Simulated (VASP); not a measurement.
Output of a VASP run:

### OSZICAR
```
       N       E                     dE             d eps       ncg     rms          rms(c)
DAV:   1     0.109449950609E+03    0.10945E+03   -0.87065E+03  1324   0.117E+03
DAV:   2    -0.111116376736E+02   -0.12056E+03   -0.11878E+03  1586   0.310E+02
DAV:   3    -0.146991113709E+02   -0.35875E+01   -0.35352E+01  1592   0.505E+01
DAV:   4    -0.147487227097E+02   -0.49611E-01   -0.49233E-01  1488   0.625E+00
DAV:   5    -0.147495348828E+02   -0.81217E-03   -0.81214E-03  1556   0.861E-01    0.151E+01
DAV:   6    -0.144005899660E+02    0.34894E+00   -0.16699E+00  1406   0.989E+00    0.609E+00
DAV:   7    -0.143744064387E+02    0.26184E-01   -0.60119E-02  1418   0.173E+00    0.315E+00
DAV:   8    -0.143675259658E+02    0.68805E-02   -0.15609E-02  1600   0.804E-01    0.218E-01
DAV:   9    -0.143673830392E+02    0.14293E-03   -0.39805E-04  1354   0.139E-01    0.121E-01
DAV:  10    -0.143673500964E+02    0.32943E-04   -0.13526E-04  1496   0.116E-01    0.207E-02
DAV:  11    -0.143673486030E+02    0.14934E-05   -0.46812E-06  1496   0.231E-02    0.885E-03
DAV:  12    -0.143673479181E+02    0.68490E-06   -0.46315E-07   718   0.541E-03
   1 F= -.14367348E+02 E0= -.14367000E+02  d E =-.143673E+02
```

### OUTCAR
```
------------------------ aborting loop because EDIFF is reached ----------------------------------------
  FORCE on cell =-STRESS in cart. coord.  units (eV):
  Direction    XX          YY          ZZ          XY          YZ          ZX
  --------------------------------------------------------------------------------------
  Total       -0.0186342     -0.0186342     -0.0186342     -0.0000000     -0.0000000      0.0000000
  in kB       -0.7092033     -0.7092033     -0.7092033     -0.0000000     -0.0000000      0.0000000
  external PRESSURE =      -0.7092033 kB  Pullay stress =       0.0000000 kB
  volume of cell :       42.10
      direct lattice vectors                 reciprocal lattice vectors
     0.000000000  2.761045268  2.761045268    -0.181090838  0.181090838  0.181090838
     2.761045268  0.000000000  2.761045268     0.181090838 -0.181090838  0.181090838
     2.761045268  2.761045268  0.000000000     0.181090838  0.181090838 -0.181090838
 POSITION                                       TOTAL-FORCE (eV/Angst)
 -----------------------------------------------------------------------------------
      0.00000      0.00000      0.00000         0.000000     -0.000000      0.000000
      2.76105      2.76105      2.76105        -0.000000      0.000000     -0.000000
 -----------------------------------------------------------------------------------
    total drift:                               -0.000000      0.000000      0.000000
  FREE ENERGIE OF THE ION-ELECTRON SYSTEM (eV)
  ---------------------------------------------------
  free  energy   TOTEN  =       -14.3673479181 eV

  energy  without entropy=      -14.3663046401  energy(sigma->0) =      -14.36700016

 reached required accuracy - stopping structural energy minimisation
```
(Selected blocks of OUTCAR.)

File POSCAR:
```
WTe
1
   -0.0000000000     2.7610452675     2.7610452675
    2.7610452675    -0.0000000000     2.7610452675
    2.7610452675     2.7610452675    -0.0000000000
W Te
1 1
Direct
  0.0000000000   0.0000000000   0.0000000000
  0.5000000000   0.5000000000   0.5000000000
```

Reconstruct the remaining input files.

One answer among several that fit: the input of the run itself, PBEsol GGA, plane waves, VASP's PBE PAW potentials (set 64).

File KPOINTS:
```
Regular mesh
0
Gamma
  10 10 10
0 0 0
```

**INCAR**
```
# general
SYSTEM   =  WTe
PREC     =  Accurate
ENCUT    =  400
LREAL    =  F
LASPH    =  T

# electronic loop
EDIFF    =  1E-6
NELM     =  100
ALGO     =  Normal
LMAXMIX  =  6

# smearing
ISMEAR   =  1
SIGMA    =  0.1

# functional
GGA      =  PS

# ions
IBRION   =  2
NSW      =  60
ISIF     =  3
EDIFFG   =  -0.01

# output
LWAVE    =  F
LCHARG   =  F
```

POTCAR, in this order: W_sv Te (PBE.64 set). Program: vasp_std.

The structure was generated: WTe was put into the rock salt type (Fm-3m), which need not be its known phase. It was relaxed first, which changed the volume by -38 %. The start is the result of an earlier pass.
